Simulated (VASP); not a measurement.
All values below come from MS2 meta-GGA, VASP's PBE PAW potentials (set 64) (plane waves; VASP 6.6.1).

The input files of a VASP run:

### POSCAR
```
Pt3Ti
1
    3.8984325567     0.0000000000     0.0000000000
   -0.0000000000     3.8984325567     0.0000000000
   -0.0000000000     0.0000000000     3.8984325567
Ti Pt
1 3
Direct
  0.0000000000   0.0000000000   0.0000000000
  0.0000000000   0.5000000000   0.5000000000
  0.5000000000   0.0000000000   0.5000000000
  0.5000000000   0.5000000000   0.0000000000
```

INCAR:
```
SYSTEM  =  Pt3Ti
PREC  =  Accurate; ENCUT  =  520; LREAL  =  .FALSE.
LASPH  =  .TRUE.
EDIFF  =  1E-6; NELM  =  100; ALGO  =  Normal
LMAXMIX  =  6; LMIXTAU  =  .TRUE.
ISMEAR  =  1; SIGMA  =  0.1
METAGGA  =  MS2
IBRION  =  2; NSW  =  60; ISIF  =  3
EDIFFG  =  -0.02
LWAVE  =  .FALSE.; LCHARG  =  .FALSE.
```

File KPOINTS:
```
Automatic mesh
0
Gamma
7 7 7
0 0 0
```

POTCAR, in this order: Ti_sv Pt (PBE.64 set). Program: vasp_std.

The resulting files:

File OSZICAR:
```
       N       E                     dE             d eps       ncg     rms          rms(c)
DAV:   1     0.407093118377E+03    0.40709E+03   -0.20554E+04  1000   0.175E+03
DAV:   2     0.199460534355E+02   -0.38715E+03   -0.37998E+03  1065   0.446E+02
DAV:   3    -0.122472843393E+02   -0.32193E+02   -0.30665E+02  1472   0.111E+02
DAV:   4    -0.132139692461E+02   -0.96668E+00   -0.96359E+00  1207   0.206E+01
DAV:   5    -0.132472939977E+02   -0.33325E-01   -0.33287E-01  1394   0.361E+00    0.256E+01
DAV:   6     0.185650985320E+02    0.31812E+02   -0.64090E+01  1379   0.731E+01    0.125E+01
DAV:   7     0.183430033813E+02   -0.22210E+00   -0.47750E+01  1398   0.582E+01    0.111E+01
DAV:   8     0.188261726101E+02    0.48317E+00   -0.84037E+00  1312   0.131E+01    0.650E+00
DAV:   9     0.198520342497E+02    0.10259E+01   -0.23465E+00  1602   0.120E+01    0.403E+00
DAV:  10     0.195919205907E+02   -0.26011E+00   -0.21123E+00  1399   0.715E+00    0.278E+00
DAV:  11     0.199190399659E+02    0.32712E+00   -0.11900E+00  1287   0.653E+00    0.815E-01
DAV:  12     0.199162132099E+02   -0.28268E-02   -0.82953E-02  1116   0.217E+00    0.281E-01
DAV:  13     0.199156376455E+02   -0.57556E-03   -0.25074E-02  1586   0.126E+00    0.135E-01
DAV:  14     0.199173523756E+02    0.17147E-02   -0.18147E-02  1370   0.944E-01    0.165E-01
DAV:  15     0.199172311049E+02   -0.12127E-03   -0.38608E-03  1276   0.422E-01    0.141E-01
DAV:  16     0.199168160766E+02   -0.41503E-03   -0.91673E-04  1386   0.156E-01    0.158E-01
DAV:  17     0.199172855472E+02    0.46947E-03   -0.36162E-04  1095   0.175E-01    0.946E-02
DAV:  18     0.199174472960E+02    0.16175E-03   -0.52653E-05  1414   0.505E-02    0.661E-02
DAV:  19     0.199176766175E+02    0.22932E-03   -0.63547E-04  1533   0.161E-01    0.360E-02
DAV:  20     0.199176943208E+02    0.17703E-04   -0.56719E-05  1375   0.449E-02    0.128E-02
DAV:  21     0.199176952861E+02    0.96527E-06   -0.88200E-06  1193   0.139E-02
   1 F= 0.19917695E+02 E0= 0.19918003E+02  d E =0.199177E+02
       N       E                     dE             d eps       ncg     rms          rms(c)
DAV:   1     0.198859133117E+02   -0.31781E-01   -0.82804E-01  1048   0.905E+00    0.132E+00
DAV:   2     0.199117143959E+02    0.25801E-01   -0.19993E-01  1208   0.348E+00    0.895E-01
DAV:   3     0.199092079493E+02   -0.25064E-02   -0.15108E-01  1290   0.187E+00    0.738E-01
DAV:   4     0.199188428590E+02    0.96349E-02   -0.39546E-02  1303   0.115E+00    0.184E-01
DAV:   5     0.199188782522E+02    0.35393E-04   -0.19274E-02  1385   0.950E-01    0.184E-01
DAV:   6     0.199195653914E+02    0.68714E-03   -0.71620E-03  1462   0.508E-01    0.495E-02
DAV:   7     0.199195954466E+02    0.30055E-04   -0.13637E-03  1268   0.289E-01    0.614E-02
DAV:   8     0.199196581211E+02    0.62675E-04   -0.47642E-04  1491   0.174E-01    0.274E-02
DAV:   9     0.199196829032E+02    0.24782E-04   -0.52044E-05  1217   0.641E-02    0.258E-02
DAV:  10     0.199196985837E+02    0.15680E-04   -0.28376E-05  1140   0.439E-02    0.133E-02
DAV:  11     0.199197011338E+02    0.25500E-05   -0.26428E-06   944   0.129E-02    0.914E-03
DAV:  12     0.199197032787E+02    0.21449E-05   -0.23025E-06   713   0.113E-02    0.433E-03
DAV:  13     0.199197036247E+02    0.34603E-06   -0.56341E-07   504   0.653E-03
   2 F= 0.19919704E+02 E0= 0.19920116E+02  d E =0.200834E-02
       N       E                     dE             d eps       ncg     rms          rms(c)
DAV:   1     0.198993730695E+02   -0.20330E-01   -0.44121E-01  1048   0.668E+00    0.940E-01
DAV:   2     0.199125188306E+02    0.13146E-01   -0.10157E-01  1208   0.251E+00    0.713E-01
DAV:   3     0.199123035851E+02   -0.21525E-03   -0.80024E-02  1275   0.137E+00    0.477E-01
DAV:   4     0.199167769585E+02    0.44734E-02   -0.16582E-02  1316   0.766E-01    0.134E-01
DAV:   5     0.199168976130E+02    0.12065E-03   -0.10340E-02  1362   0.652E-01    0.126E-01
DAV:   6     0.199173297535E+02    0.43214E-03   -0.32805E-03  1404   0.407E-01    0.598E-02
DAV:   7     0.199173868638E+02    0.57110E-04   -0.54627E-04  1220   0.170E-01    0.168E-02
DAV:   8     0.199173475935E+02   -0.39270E-04   -0.23848E-04  1538   0.984E-02    0.262E-02
DAV:   9     0.199173450678E+02   -0.25257E-05   -0.12644E-04  1328   0.935E-02    0.307E-02
DAV:  10     0.199173814625E+02    0.36395E-04   -0.59149E-05  1260   0.607E-02    0.123E-02
DAV:  11     0.199173815021E+02    0.39551E-07   -0.20426E-06   937   0.998E-03
   3 F= 0.19917382E+02 E0= 0.19917708E+02  d E =-.313784E-03
```

OUTCAR:
```
------------------------ aborting loop because EDIFF is reached ----------------------------------------
  FORCE on cell =-STRESS in cart. coord.  units (eV):
  Direction    XX          YY          ZZ          XY          YZ          ZX
  --------------------------------------------------------------------------------------
  Total        0.0275581      0.0275581      0.0275581      0.0000000      0.0000000     -0.0000000
  in kB        0.7470787      0.7470787      0.7470787      0.0000000      0.0000000     -0.0000000
  external PRESSURE =       0.7470787 kB  Pullay stress =       0.0000000 kB
  volume of cell :       59.10
      direct lattice vectors                 reciprocal lattice vectors
     3.895211156 -0.000000000  0.000000000     0.256725492  0.000000000  0.000000000
    -0.000000000  3.895211156  0.000000000     0.000000000  0.256725492  0.000000000
    -0.000000000  0.000000000  3.895211156    -0.000000000 -0.000000000  0.256725492
 POSITION                                       TOTAL-FORCE (eV/Angst)
 -----------------------------------------------------------------------------------
      0.00000      0.00000      0.00000         0.000000      0.000000      0.000000
     -0.00000      1.94761      1.94761        -0.000000      0.000000      0.000000
      1.94761     -0.00000      1.94761         0.000000      0.000000      0.000000
      1.94761      1.94761      0.00000         0.000000      0.000000      0.000000
 -----------------------------------------------------------------------------------
    total drift:                                0.000000      0.000000     -0.000000
  FREE ENERGIE OF THE ION-ELECTRON SYSTEM (eV)
  ---------------------------------------------------
  free  energy   TOTEN  =        19.9173815021 eV

  energy  without entropy=       19.9183617720  energy(sigma->0) =       19.91770826

 reached required accuracy - stopping structural energy minimisation
```
(Selected blocks of OUTCAR.)

CONTCAR:
```
Pt3Ti
   1.00000000000000
     3.8952111563486369   -0.0000000000000000    0.0000000000000000
    -0.0000000000000000    3.8952111563486369    0.0000000000000000
    -0.0000000000000000    0.0000000000000000    3.8952111563486369
  Ti              Pt
     1     3
Direct
     0.0000000000000000    0.0000000000000000    0.0000000000000000
     0.0000000000000000    0.5000000000000000    0.5000000000000000
     0.5000000000000000    0.0000000000000000    0.5000000000000000
     0.5000000000000000    0.5000000000000000    0.0000000000000000
```

File OUTCAR:
```
 val. band max:       11.8800785324   @ k =   0.4286   0.0000   0.0000

 cond. band min:      11.9275331958   @ k =   0.4286   0.1429   0.1429


 Fermi energy:        11.8871492883

 k-point     1 :       0.0000    0.0000    0.0000
  band No.  band energies     occupation
      1     -48.9940      2.00000
      2     -23.8047      2.00000
      3     -23.8047      2.00000
      4     -23.8047      2.00000
      5       1.3423      2.00000
      6       4.2145      2.00000
      7       4.5986      2.00000
      8       4.5986      2.00000
      9       4.9382      2.00000
     10       4.9382      2.00000
     11       4.9382      2.00000
     12       8.1255      2.00000
     13       8.1255      2.00000
     14       8.1255      2.00000
     15      10.0687      2.00000
     16      10.0687      2.00000
     17      11.2619      2.00000
     18      11.8764      1.18116
     19      11.8764      1.18116
     20      11.8764      1.18115
     21      13.2203     -0.00000
     22      13.2203     -0.00000
     23      13.2203     -0.00000
     24      13.4022     -0.00000
     25      13.4022     -0.00000

 k-point     2 :       0.1429    0.0000    0.0000
  band No.  band energies     occupation
      1     -48.9937      2.00000
      2     -23.8098      2.00000
      3     -23.8055      2.00000
      4     -23.8055      2.00000
      5       1.6145      2.00000
      6       4.3854      2.00000
      7       4.6931      2.00000
      8       4.8270      2.00000
      9       5.0389      2.00000
     10       5.1063      2.00000
     11       5.1063      2.00000
     12       7.9577      2.00000
     13       8.2041      2.00000
     14       8.2041      2.00000
     15       9.8302      2.00000
     16      10.0995      2.00000
     17      10.7928      2.00000
     18      10.7928      2.00000
     19      11.0080      2.00000
     20      11.8771      1.16918
     21      11.9376      0.25532
     22      12.9744     -0.00000
     23      12.9744     -0.00000
...
```

Unless said otherwise, spin-orbit coupling is left out, though it shifts the bands of the heavy elements here.

The compound is Pt3Ti in the L1_2 structure. This run relaxes it. Symmetry was kept, so distortions that lower it aren't found. The start is the result of an earlier pass.
